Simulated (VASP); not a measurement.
Crystal: C.

```xyz
4
Lattice="2.4673 0.0000 0.0000 -1.2336 2.1367 0.0000 0.0000 0.0000 7.8031" Properties=species:S:1:pos:R:3 pbc="T T T"
C     0.0000    0.0000    1.9508
C     0.0000    0.0000    5.8523
C     0.0000    1.4245    1.9508
C     1.2336    0.7122    5.8523
```

| Item | Value |
| --- | --- |
| Program | VASP 6.6.1 |
| Task | relaxation of cell and atoms |
| Functional | PBE |
| Dispersion | D3(BJ) |
| Potentials or basis | VASP PAW PBE potentials, release 64 (C) |
| Cutoff | 520 eV |
| k mesh | 15 × 15 × 4 |
| Occupations | gaussian, width 0.02 eV |
| Spin | no spin polarisation |

At the start: pressure -0.8 GPa; volume 10.28 Å³/atom.

Question: How do energy, volume and symmetry change on relaxing?

Answer: Over 22 steps the energy falls by 13.5 meV/atom and the volume is 8.80 Å³/atom (-14.5 %); space group P6_3/mmc (No. 194, to 0.05 Å).

The path:
| step | energy change (eV) | largest force (eV/Å) | pressure (GPa) | volume (Å³) |
| --- | --- | --- | --- | --- |
| 1 | 0.0000 | 0.0000 | -0.77 | 41.14 |
| 2 | -0.0030 | 0.0000 | -0.37 | 40.84 |
| 3 | -0.0109 | 0.0000 | 0.88 | 39.97 |
| 4 | -0.0217 | 0.0000 | 3.64 | 38.23 |
| 5 | -0.0132 | 0.0000 | 10.50 | 34.82 |
| 6 | -0.0239 | 0.0000 | 5.09 | 37.41 |
| 7 | -0.0243 | 0.0000 | 5.07 | 37.39 |
| 8 | -0.0253 | 0.0000 | 5.03 | 37.32 |
| 9 | -0.0272 | 0.0000 | 4.95 | 37.19 |
| 10 | -0.0310 | 0.0000 | 4.79 | 36.92 |
| 11 | -0.0379 | 0.0000 | 4.47 | 36.39 |
| 12 | -0.0473 | 0.0000 | 3.90 | 35.31 |
| 13 | -0.0373 | 0.0000 | 3.10 | 33.14 |
| 14 | -0.0492 | 0.0000 | 3.63 | 34.77 |
| 15 | -0.0493 | 0.0000 | 3.56 | 34.59 |
| 16 | -0.0515 | 0.0000 | 2.58 | 34.80 |
| 17 | -0.0538 | 0.0000 | -0.22 | 35.43 |
| 18 | -0.0538 | 0.0000 | 0.14 | 35.34 |
| 19 | -0.0538 | 0.0000 | 0.21 | 35.33 |
| 20 | -0.0538 | 0.0000 | 0.20 | 35.31 |
| 21 | -0.0539 | 0.0000 | 0.13 | 35.27 |
| 22 | -0.0539 | 0.0000 | 0.02 | 35.18 |

Final structure:
```
C
1.0
     2.46595    0.00000    0.00000
    -1.23297    2.13557    0.00000
     0.00000    0.00000    6.68040
C
4
Direct
  0.00000 0.00000 0.25000
  0.00000 0.00000 0.75000
  0.33333 0.66667 0.25000
  0.66667 0.33333 0.75000
```
